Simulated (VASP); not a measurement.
Input:

```
CELL_PARAMETERS angstrom
      0.00000     2.94163     2.94163
      2.94163     0.00000     2.94163
      2.94163     2.94163     0.00000
ATOMIC_POSITIONS crystal
  Ga 0.00000 0.00000 0.00000
  As 0.25000 0.25000 0.25000
```

The numbers are results of PBEsol GGA, VASP's PBE PAW potentials (set 64) (plane waves; VASP 6.6.1), not measurements. Settings: 480 eV cut-off, 8×8×8 Γ-centred mesh, Gaussian smearing of 0.050 eV, potentials Ga_d As.

Give the stress tensor in GPa (positive for a compressed cell).

```
-6.04   0.00   0.00
 0.00  -6.04   0.00
 0.00   0.00  -6.04
```
The pressure is its mean diagonal, -6.04 GPa.

The compound is GaAs in the zinc blende structure. This cell was strained or had an atom moved on purpose.
